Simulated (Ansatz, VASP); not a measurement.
One calculation of Sr3Sc, two programs

The input INCAR:

```
PREC     = Accurate       # precision mode
ENCUT    = 520            # plane-wave cutoff, eV
EDIFF    = 1E-7           # SCF threshold, eV
ISMEAR   = -1             # smearing method
SIGMA    = 0.05           # smearing width, eV
LREAL    = False          # projectors in reciprocal space
LASPH    = True           # aspherical terms in the spheres
NELM     = 80             # most SCF steps
ALGO     = Normal         # electronic algorithm
ISIF     = 2              # what is computed and relaxed
LWAVE    = False          # write WAVECAR
LCHARG   = False          # write CHGCAR
GGA      = PE             # functional
NBANDS   = 28             # bands
```

File KPOINTS:

```
regular mesh
0
Gamma
  7 7 7
```

Contents of POSCAR:

```
Sr3Sc
1.0
   -2.8358664764      2.8358664764      5.9002241079
    2.8358664764     -2.8358664764      5.9002241079
    2.8358664764      2.8358664764     -5.9002241079
Sr Sc
3 1
Direct
    0.5000000000      0.5000000000      0.0000000000
    0.2500000000      0.7500000000      0.5000000000
    0.7500000000      0.2500000000      0.5000000000
    0.0000000000      0.0000000000      0.0000000000
```

File input.yaml:

```yaml
crystal:
  lattice:
    - [-2.8358664764, 2.8358664764, 5.9002241079]
    - [2.8358664764, -2.8358664764, 5.9002241079]
    - [2.8358664764, 2.8358664764, -5.9002241079]
  atoms:
    - { symbol: Sr, position: [0.5, 0.5, 0.0] }
    - { symbol: Sr, position: [0.25, 0.75, 0.5] }
    - { symbol: Sr, position: [0.75, 0.25, 0.5] }
    - { symbol: Sc, position: [0.0, 0.0, 0.0] }
hamiltonian:
  xc: pbe
  pseudopotentials: { kind: paw }
kpoints:
  mp_grid: { grid: [7, 7, 7] }
scf:
  occupations: { method: fermi_dirac, width: 0.05 }
output:
  forces: true
  stress: true
  eigenvalues: true
  write_density: true
  write_potential: true
  elf: true
  volumetric_format: npy
```

Change from the starting cell: volume scaled by 1.06.

Alike in both runs: task single point; functional PBE; k mesh 7 × 7 × 7; occupations fermi-dirac, width 0.05 eV; no spin polarisation.

|  | VASP | Ansatz |
| --- | --- | --- |
| version | VASP 6.6.1 | Ansatz 0.2.0 |
| potentials or method | VASP PAW PBE potentials, release 64 (Sr_sv, Sc_sv) | Ansatz PAW |
| plane-wave cutoff (eV) | 520 | 420 |
| valence electrons in the cell | 41 | 41 |

Ansatz gave:

* gap on the k mesh at the Fermi level (eV): none
* pressure (GPa): -0.8
* largest component of the traceless stress (GPa): 0.23

Q: What did VASP give for the same quantities?

A: gap on the k mesh at the Fermi level (eV): none; pressure (GPa): -0.8; largest component of the traceless stress (GPa): 0.22.

A gap of «none» marks a metal or a gap that the smearing closes.
